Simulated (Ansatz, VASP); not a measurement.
# CCl (Cl-CC-Cl chair, 1 layer): VASP beside Ansatz

Aim: how closely do two programs agree when they are given the same cell, functional and k mesh? Of the first pair: The structure shown is the start of the Ansatz relaxation below; VASP solves that cell, so the two are compared at the walk's first step.

Program: Ansatz 0.2.0. Level of theory: plane waves, with VASP 6.6.1 beside it; single point at PBE. Results are calculated unless marked as measured.

## Step 1: Starting point

The cell holds 4 atoms: 2 Cl and 2 C. Cell: a = 2.508 Å, b = 2.508 Å, c = 26.067 Å, α = 90.0°, β = 90.0°, γ = 120.0°. Vacuum lies along c.

## Step 2: Ansatz: relaxation, PBE

Ansatz runs on its default PAW (the set named soft_2) files.

The two programs are compared at the cell with which this relaxation starts, whose forces are those of its first step.

input.yaml reads:

```yaml
crystal:
  lattice:
    - [2.508, 0.0, 0.0]
    - [-1.254, 2.1719917127, 0.0]
    - [0.0, 0.0, 26.0666666667]
  atoms:
    - { symbol: Cl, position: [0.6666666667, 0.3333333333, 0.4219948849] }
    - { symbol: C, position: [0.6666666667, 0.3333333333, 0.4902813299] }
    - { symbol: C, position: [0.3333333333, 0.6666666667, 0.5097186701] }
    - { symbol: Cl, position: [0.3333333333, 0.6666666667, 0.5780051151] }
kpoints:
  mp_grid: { grid: [12, 12, 1] }
hamiltonian:
  xc: pbe
scf:
  occupations: { method: fermi_dirac, width: 0.05 }
  convergence: { dr2_threshold: 1.0e-08 }
efield:
  axis: 3
  dipole_correction: true
  ramp_position: 0.97
  ramp_width: 0.04
relax:
  f_tol: 0.01
  cell: { fix: [c, alpha, beta] }
output:
  write_potential: true
  write_density: true
  volumetric_format: npy
```

Command:

```bash
ansatz run input.yaml --threads 4 --pin off --max-ram 8192MiB --backend cpu --events-out ev --progress --plain --runs-dir out
```

Numbers of over 12 decimals in the logs are rounded to 6 here.

Log:

```text
Warning: relax.cell: scf.convergence.dr2_threshold = 1e-8 eV is looser than the 4e-10 eV advised for a relaxation that steers and ends on the stress (1e-10 eV for each atom of the cell: 4). What an SCF threshold leaves in a stress goes as its square root, and in the free energy as the threshold itself, and one threshold admits the most on a small cell: [figures from the program's tests cut] Set scf.convergence.dr2_threshold to 4e-10 eV or tighter. The threshold is an SCF's pass mark: one that does not reach it within its budget of iterations ends unconverged, or closes short of it on a stop that the run arms, and scf.convergence.dr2_threshold's page says what that costs each kind of run
Engine: ansatz 0.2.0, aarch64-unknown-linux-gnu
Pseudopotentials: kind: paw
Pseudopotential: Cl, paw, valence charge 7, recommended cutoff 420 eV (normal), Cl.paw.azcp
Pseudopotential: C, paw, valence charge 4, recommended cutoff 420 eV (normal), C.paw.azcp
Functional definition: PBE
  parameter kappa = 0.804
  parameter beta = 0.066725
  exchange = pbe_x(kappa = kappa, mu = beta*pi^2/3)
  correlation = pbe_c(beta = beta)
Crystal: 4 atoms, lattice volume = 141.994 Å³
Basis set: ecut = 420 eV, 2745 PW (Γ), exchange–correlation on 36×36×360 points (8 copies of the dense FFT grid, shifted against one another)
Bands: 15, of which v1, the nominal top of the filled ones, is band 11 counted from 1 (10 counted from 0)
Symmetry: 6 space group operations
k-points: 19 of 144 (time reversal used)
Non-local potential: Cl, projectors of the file, l = 0: 2, l = 1: 2, l = 2: 2
Non-local potential: C, projectors of the file, l = 0: 2, l = 1: 2, l = 2: 1
PAW form: soft (Blöchl's): semilocal exchange-correlation on the pseudo side does not see the compensation charge
PAW one-centre angular grid: Cl, 110 points (default); XC on 64 Gauss nodes
PAW one-centre angular grid: C, 110 points (default); XC on 64 Gauss nodes
Initial density: superposition of atomic densities (neutral atoms: chi_scale 0, normalization atom), corrected by the library's trained network
Initial wavefunctions: pseudopotential atomic-orbital guess
Functional: x = pbe(κ = 0.804, μ = 0.219515), c = pbe(β = 0.066725)
SCF iter   1: F=—  HF=-2655.204116 eV  |F-HF|=—  |Δ(HF+E_count)|=         —  Δρ=7.79e-3  dr2=4.12e-1  ethr=1.77e-3  p=-0.000 e·Å  D=-1.20e-6 V/Å  ΔV_dip=0.00 eV  dr2_dipole=5.60e-7  V_vac-E_F(+/−)=1.95/1.95 eV  ⟨swp⟩=9.5  Hψ=2243  notcnv=0
efield: sawtooth ramp at fractional position 0.9700 (set: `efield.ramp_position`, or a place that a band, a saddle search or an elastic batch's reference lends), width 0.0400; the density the first Hamiltonian is built on has a dipole p = -0.000 e·Å; the dipole correction subtracts the counter field D = -1.20e-6 V/Å, which shifts the + side's vacuum level by +0.00 eV against the − side's; the planar-averaged density in the ramp window peaks in size at 2.2e-6 e/Å³
preconditioner: auto → LDOS  [metal: Δε(μ)=0.138 eV  Ē_g=13.333 eV  σ=0.050 eV  W_gap=0.47  n_scr=16 (ndim 8)  ℏωp=14.6 eV  f_vac=0.688  D(μ)=0.90/eV (n_scr^D=8)  β→1.0]
SCF iter   2: F=—  HF=-2655.184279 eV  |F-HF|=—  |Δ(HF+E_count)|=   1.98e-2  Δρ=7.40e-3  dr2=2.30e-1  ethr=1.77e-3  p=0.000 e·Å  D=2.80e-5 V/Å  ΔV_dip=-0.00 eV  dr2_dipole=8.73e-7  V_vac-E_F(+/−)=3.37/3.38 eV  ⟨swp⟩=3.8  Hψ=670  notcnv=0
SCF iter   3: F=—  HF=-2655.143212 eV  |F-HF|=—  |Δ(HF+E_count)|=   4.11e-2  Δρ=1.37e-3  dr2=7.95e-3  ethr=1.05e-3  p=-0.000 e·Å  D=-4.93e-6 V/Å  ΔV_dip=0.00 eV  dr2_dipole=1.80e-8  V_vac-E_F(+/−)=3.13/3.13 eV  ⟨swp⟩=2.9  Hψ=573  notcnv=0
SCF iter   4: F=—  HF=-2655.141790 eV  |F-HF|=—  |Δ(HF+E_count)|=   1.42e-3  Δρ=2.59e-4  dr2=1.59e-4  ethr=3.61e-5  p=-0.000 e·Å  D=-2.67e-6 V/Å  ΔV_dip=0.00 eV  dr2_dipole=3.29e-9  V_vac-E_F(+/−)=3.26/3.26 eV  ⟨swp⟩=2.8  Hψ=572  notcnv=0
SCF iter   5: F=—  HF=-2655.141799 eV  |F-HF|=—  |Δ(HF+E_count)|=   8.61e-6  Δρ=4.95e-5  dr2=3.92e-6  ethr=7.24e-7  p=-0.000 e·Å  D=-1.51e-6 V/Å  ΔV_dip=0.00 eV  dr2_dipole=1.35e-9  V_vac-E_F(+/−)=3.32/3.32 eV  ⟨swp⟩=2.6  Hψ=612  notcnv=0
SCF iter   6: F=—  HF=-2655.141807 eV  |F-HF|=—  |Δ(HF+E_count)|=   8.18e-6  Δρ=6.69e-6  dr2=7.06e-8  ethr=1.78e-8  p=0.000 e·Å  D=3.13e-7 V/Å  ΔV_dip=-0.00 eV  dr2_dipole=6.76e-11  V_vac-E_F(+/−)=3.32/3.32 eV  ⟨swp⟩=2.9  Hψ=597  notcnv=0
SCF iter   7: F=-2655.141807 eV  HF=-2655.141807 eV  |F-HF|=2.84e-10  |Δ(HF+E_count)|=   2.66e-8  Δρ=1.25e-6  dr2=2.95e-9  ethr=4.55e-11  p=0.000 e·Å  D=2.34e-7 V/Å  ΔV_dip=-0.00 eV  dr2_dipole=2.89e-12  V_vac-E_F(+/−)=3.32/3.32 eV  ⟨swp⟩=11.1  Hψ=2358  notcnv=0
SCF 1 converged in 7 iterations: F = -2655.141807 eV  dr2 = 2.95e-9
[...]
iter 1 solved again at ethr=2.63e-6 eV; its pass at ethr=3.10e-3 eV (dr2=5.79e-4 eV) is discarded
SCF iter   1: F=—  HF=-2657.882418 eV  |F-HF|=—  |Δ(HF+E_count)|=         —  Δρ=3.56e-5  dr2=3.93e-7  ethr=2.63e-6  p=-0.000 e·Å  D=-2.61e-6 V/Å  ΔV_dip=0.00 eV  dr2_dipole=2.97e-10  V_vac-E_F(+/−)=3.17/3.17 eV  ⟨swp⟩=3.0  Hψ=2697  notcnv=0
efield: sawtooth ramp at fractional position 0.9700 (set: `efield.ramp_position`, or a place that a band, a saddle search or an elastic batch's reference lends), width 0.0400; the density the first Hamiltonian is built on has a dipole p = -0.000 e·Å; the dipole correction subtracts the counter field D = -2.61e-6 V/Å, which shifts the + side's vacuum level by +0.00 eV against the − side's; the planar-averaged density in the ramp window peaks in size at 5.5e-7 e/Å³
eigensolver tolerance schedule: the retry pair's looser diagonalisation over-reported the residual by 1473.73 of it (diagonalisation noise at an unbounded share of the residual, at the tolerance the schedule requests for it); recorded, not acted on — ethr = c·dr2/N_el stays at c = 1.0e-1
preconditioner: auto → none  [insulator: Δε(μ)=1.514 eV  Ē_g=12.212 eV  σ=0.050 eV  W_gap=1.00  n_scr=14 (ndim 8)  ℏωp=12.6 eV  f_vac=0.710  D(μ)=0.00/eV (n_scr^D=0)  ε∞_Penn≈2.1]
SCF iter   2: F=—  HF=-2657.882471 eV  |F-HF|=—  |Δ(HF+E_count)|=   5.37e-5  Δρ=1.78e-5  dr2=2.15e-7  ethr=1.78e-9  p=0.000 e·Å  D=9.24e-6 V/Å  ΔV_dip=-0.00 eV  dr2_dipole=2.23e-9  V_vac-E_F(+/−)=3.17/3.17 eV  ⟨swp⟩=3.1  Hψ=672  notcnv=0
SCF iter   3: F=—  HF=-2657.882481 eV  |F-HF|=—  |Δ(HF+E_count)|=   9.99e-6  Δρ=1.06e-5  dr2=3.22e-7  ethr=9.77e-10  p=-0.000 e·Å  D=-2.26e-5 V/Å  ΔV_dip=0.00 eV  dr2_dipole=1.56e-8  V_vac-E_F(+/−)=3.17/3.17 eV  ⟨swp⟩=2.4  Hψ=452  notcnv=0
SCF iter   4: F=—  HF=-2657.882486 eV  |F-HF|=—  |Δ(HF+E_count)|=   5.03e-6  Δρ=3.41e-6  dr2=3.87e-8  ethr=9.77e-10  p=0.000 e·Å  D=1.86e-5 V/Å  ΔV_dip=-0.00 eV  dr2_dipole=9.42e-9  V_vac-E_F(+/−)=3.17/3.17 eV  ⟨swp⟩=2.1  Hψ=388  notcnv=0
iter 5 met the thresholds in force, and the SCF goes on: an eigenvalue changes by 12.41 meV, over its tolerance of 3.16 meV (output.eigenvalues, Limitations)
SCF iter   5: F=-2657.882488 eV  HF=-2657.882487 eV  |F-HF|=5.55e-7  |Δ(HF+E_count)|=   7.63e-7  Δρ=1.98e-6  dr2=7.76e-9  ethr=4.55e-11  p=-0.000 e·Å  D=-6.92e-6 V/Å  ΔV_dip=0.00 eV  dr2_dipole=1.63e-9  V_vac-E_F(+/−)=3.17/3.17 eV  ⟨swp⟩=10.1  Hψ=2301  notcnv=0
SCF iter   6: F=-2657.882488 eV  HF=-2657.882487 eV  |F-HF|=1.19e-7  |Δ(HF+E_count)|=   4.42e-7  Δρ=8.09e-7  dr2=8.68e-10  ethr=3.53e-11  p=-0.000 e·Å  D=-1.58e-6 V/Å  ΔV_dip=0.00 eV  dr2_dipole=1.36e-10  V_vac-E_F(+/−)=3.17/3.17 eV  ⟨swp⟩=7.8  Hψ=1892  notcnv=0
SCF 12 converged in 6 iterations: F = -2657.882488 eV  dr2 = 8.68e-10
relax step  12: F+E_penalty+E_count = -2657.88248756 eV  Δ(F+E_penalty+E_count) = -1.209e-3 eV  max|allowed force component| = 9.665e-4 eV/Å  Δτ_max = 0.0000 Å  P = +0.000 GPa  Ω = 191.473 Å³  fix = [c, alpha, beta]  reactions: c -0.001 GPa  stress off target by 5.95e-4 GPa on what of the cell is left free  SCF on the basis re-selected at this cell (its energy is not comparable with the rows above)  (6 SCF iters)
basis re-selected at this cell: Δ(F+E_penalty+E_count) = -1.209e-3 eV, ΔP = +0.000 GPa vs the last step (what re-selecting the basis moved, of the pressure what is left beyond the Pulay correction that the steps carried, after the strain that the cell walked since its last selection, with what the two solves' SCF thresholds leave and, on support functions, any second-order correction that the steps lacked; it is no m [...]
WARN: The output density's exchange-correlation potential varies sharply where the density is thin. Do not read a vacuum level from v_tot or v_xc, or from such a field of the output density. On a cell that repeats whose density bears no net charge and no dipole along the vacuum's axis use v_es (v_loc + v_h of the components); under efield.dipole_correction with no amplitude use v_es + v_field, which holds any externa [...]
SCF converged after 6 iterations
an eigenvalue changed by more than its tolerance at an iteration that met the thresholds in force, so the SCF went on 1 time: the last check found none over its tolerance
Free energy (F): -2657.882488 eV
Harris-Foulkes:  -2657.882487 eV  (|F-HF|=1.19e-7)
Internal energy: -2657.882488 eV  (E = F + TS)
E sigma→0 (E₀):  -2657.882488 eV
Entropy (-TS):   -0.000000 eV (-0.000 meV/atom)
Fermi energy:    0.075481 eV
Dipole field:    D = 0.000014 V/Å  (p = 0.000015 e·Å, saw-weighted, corrected)
Work function:   Φ+ = 3.1677 eV   Φ− = 3.1681 eV
Levels:          The Fermi level and band energies are counted from a zero that moves with the ramp; work functions are not
--- Per-component energies (eV) ---
  E_band       = -199.582869
  E_kinetic    = 495.274448
  E_local      = -16168.483628  (includes V_loc(G=0)·N_el)
  E_nonlocal   = 109.353658
  E_hartree    = 7864.886785
  E_xc         = -308.311035
  E_vxc        = -360.673998  (∫ρ·V_xc dr)
  E_paw        = -1515.292311  (= ΣΔE_a)
  E_vpaw       = -4.827787  (= ΣTr[D̂ρ^β])
  E_aug_tail   = 0.000187  (compensation charges beyond the density's cutoff)
  E_efield     = 0.000000  (sawtooth field / dipole correction)
  E_vefield    = -0.000083  (∫n·V_field dr)
  E_ewald      = 6864.689409
  E_smearing   = -0.000000  (= −TS)
  E_closure    = 0.000000  (closes the sum)
  Σ components = -2657.882488   (vs F -2657.882488, Δ=0.00e0)
--- Forces (eV/Å), atoms counted from 1 ---
  atom   1  Cl    -0.00000000    -0.00000000     0.00000024
  atom   2  C      0.00000000     0.00000000     0.00096362
  atom   3  C      0.00000000    -0.00000000    -0.00093279
  atom   4  Cl    -0.00000000     0.00000000    -0.00004240
  max |Σ_I F_I| component: 1.13e-5 eV/Å
--- Stress (GPa, compression-positive) ---
        0.000595       0.000000      -0.000000
        0.000000       0.000595      -0.000000
       -0.000000      -0.000000      -0.000616
  P = ⅓ Tr σ = 0.0002 GPa (0.002 kbar)
--- Band table (eV; the first three rows and the last of 19) ---
  k-point 0: bands = [... 7 lower, -1.9734, -1.9734, -0.7052, -0.7052, 0.8090, 1.1021, 2.3130, 3.0445]
  k-point 1: bands = [... 7 lower, -2.4028, -2.0397, -1.1952, -0.8046, 1.1028, 1.3848, 2.3940, 3.1003]
  k-point 2: bands = [... 7 lower, -3.3876, -2.3571, -2.2408, -1.0639, 1.4617, 1.7074, 2.6395, 3.7430]
  k-point 18: bands = [... 7 lower, -6.0848, -5.0067, -5.0067, -4.7071, 3.3797, 3.3797, 4.5097, 5.6579]
--- Relaxed structure (10 steps of the walk, 9 accepted, 2 SCFs on fresh bases) ---
  F+E_penalty+E_count = -2657.88248756 eV   max|allowed force component| = 9.665e-4 eV/Å   (the final SCF, on the basis selected at the relaxed cell)
  cell:  # Å, volume = 191.4730 Å³
    - [2.912364, 0, 0]
    - [-1.456182, 2.522181, 0]
    - [0, 0, 26.0666666667]
  atoms:
    - { symbol: Cl, position: [0.666667, 0.333333, 0.422981] }
    - { symbol: C, position: [0.666667, 0.333333, 0.490236] }
    - { symbol: C, position: [0.333333, 0.666667, 0.509764] }
    - { symbol: Cl, position: [0.333333, 0.666667, 0.577019] }
```

[end of part 1 of 2]

[Lines on the potential files, build, host, timing and source positions are cut from VASP's logs without a mark.]

[Logs are printed without paths, hosts, clocks, repeated set-up lines and the standing remarks that a program may print on its own settings, such as how far it seeks lower states.]

[Hosts, paths, dates, database ids (printed as entryN), source tags and the programs' standing remarks are cut or masked in the printed files.]
